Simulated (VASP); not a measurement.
Calculation: PBE GGA, VASP's PBE PAW potentials (set 64) (plane waves; VASP 6.6.1).

A VASP calculation is set up with these files.

File KPOINTS:
```
Regular mesh
0
Gamma
  8 8 4
```

File POSCAR:
```
SiC
1
    1.5400000000    -2.6673580000     0.0000000000
    1.5400000000     2.6673580000     0.0000000000
    0.0000000000     0.0000000000     5.0500000000
Si C
2 2
Direct
  0.6666670000   0.3333330000   0.5000000000
  0.3333330000   0.6666670000   0.0000000000
  0.6666670000   0.3333330000   0.8750000000
  0.3333330000   0.6666670000   0.3750000000
```

INCAR:
```
# general
SYSTEM = SiC
PREC   = Accurate
ENCUT  = 520
LREAL  = .False.
LASPH  = .True.

# electronic loop
EDIFF  = 1E-6
NELM   = 100
ALGO   = Normal

# smearing
ISMEAR = 1
SIGMA  = 0.1

# functional
GGA    = PE

# ions
ISIF   = 2

# output
LWAVE  = .False.
LCHARG = .False.
```

POTCAR, in this order: Si C (PBE.64 set). Program: vasp_std.

Estimate the energy per atom (σ→0), pressure.

- energy per atom (σ→0) = -7.526 eV/atom
- pressure = 2.69 GPa

### OSZICAR
```
...
DAV:   7    -0.301205475179E+02    0.93894E-01   -0.90169E-01   900   0.634E+00    0.245E+00
DAV:   8    -0.301050654038E+02    0.15482E-01   -0.46273E-02   804   0.161E+00    0.537E-01
DAV:   9    -0.301044468793E+02    0.61852E-03   -0.60557E-03   872   0.603E-01    0.131E-01
DAV:  10    -0.301047085760E+02   -0.26170E-03   -0.70049E-04   832   0.190E-01    0.535E-02
DAV:  11    -0.301047210629E+02   -0.12487E-04   -0.11423E-04   844   0.829E-02    0.122E-02
DAV:  12    -0.301047222751E+02   -0.12121E-05   -0.41527E-06   884   0.166E-02    0.284E-03
DAV:  13    -0.301047226849E+02   -0.40986E-06   -0.20186E-07   496   0.388E-03
   1 F= -.30104723E+02 E0= -.30104745E+02  d E =0.667823E-04
```

The compound is SiC in the wurtzite structure, the rare 2H polytype. The cell was not relaxed at this level. The run is one of a series of settings (ISMEAR = 1, SIGMA = 0.1 against the base run), some of them coarse on purpose.
